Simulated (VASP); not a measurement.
Given:

```
CELL_PARAMETERS angstrom
      4.47710     0.00000     0.00000
     -2.23855     3.87729     0.00000
      0.00000     0.00000     7.67364
ATOMIC_POSITIONS crystal
  Ba 0.00000 0.00000 0.00000
  Mg 0.66667 0.33333 0.37645
  Mg 0.33333 0.66667 0.62355
  As 0.66667 0.33333 0.72890
  As 0.33333 0.66667 0.27110
```

Calculation: PBEsol GGA, VASP's PBE PAW potentials (set 64) (plane waves; VASP). Numerical set-up: 480 eV cut-off, 6×6×4 Γ-centred mesh, Gaussian smearing of 0.050 eV, potentials Ba_sv Mg As.

Energy and stress use the plane-wave basis of the starting cell.

### Question
The ions, cell shape and volume at an external pressure of 15.0 GPa are relaxed. Give the cell that the relaxation ends in.

### Answer

```
CELL_PARAMETERS angstrom
      4.18405     0.00000     0.00000
     -2.09203     3.62350     0.00000
      0.00000     0.00000     7.18163
ATOMIC_POSITIONS crystal
  Ba 0.00000 0.00000 0.00000
  Mg 0.66667 0.33333 0.37561
  Mg 0.33333 0.66667 0.62439
  As 0.66667 0.33333 0.73365
  As 0.33333 0.66667 0.26635
```
Space group P-3m1 (164), at a tolerance of 0.03 Å.

### Question
How do energy and volume change from the first to the last step?

### Answer
The energy (σ→0) changes by +189.6 meV/atom and the volume by -18.3 %, in 12 ionic steps.

The structure comes from a computed database's BaMg2As2 entry (P-3m1); how it stands against other phases isn't given here. This run relaxes it under an external pressure of 15 GPa. Symmetry was kept, so distortions that lower it aren't found.
